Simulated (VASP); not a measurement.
```
CELL_PARAMETERS angstrom
      4.25773     0.00000     0.00000
      0.00000     4.25773     0.00000
      0.00000     0.00000     2.69786
ATOMIC_POSITIONS crystal
  Si 0.00000 0.00000 0.00000
  Si 0.50000 0.50000 0.50000
  O  0.30729 0.30729 0.00000
  O  0.80729 0.19271 0.50000
  O  0.19271 0.80729 0.50000
  O  0.69271 0.69271 0.00000
```

Level of theory: revPBE GGA, VASP's PBE PAW potentials (set 64) (plane waves; VASP). Numerical set-up: 520 eV cut-off, 5×5×7 Γ-centred mesh, Gaussian smearing of 0.050 eV, potentials Si O.

**Question.** Predict the energy per atom (σ→0), band gap (on the k-mesh) with the smallest direct gap where there is one.

**Answer.** 
```
Quantity                                     Result
-----------------------------------  --------------
band gap (on the k-mesh)                    4.89 eV
smallest direct gap (on the k-mesh)         4.89 eV
energy per atom (σ→0)                -7.371 eV/atom
```

The absolute energy has meaning only against runs of the same code, potentials and settings.

The compound is SiO2 in the rutile structure, stishovite, a high-pressure form. It was relaxed first. The start is the result of an earlier pass.
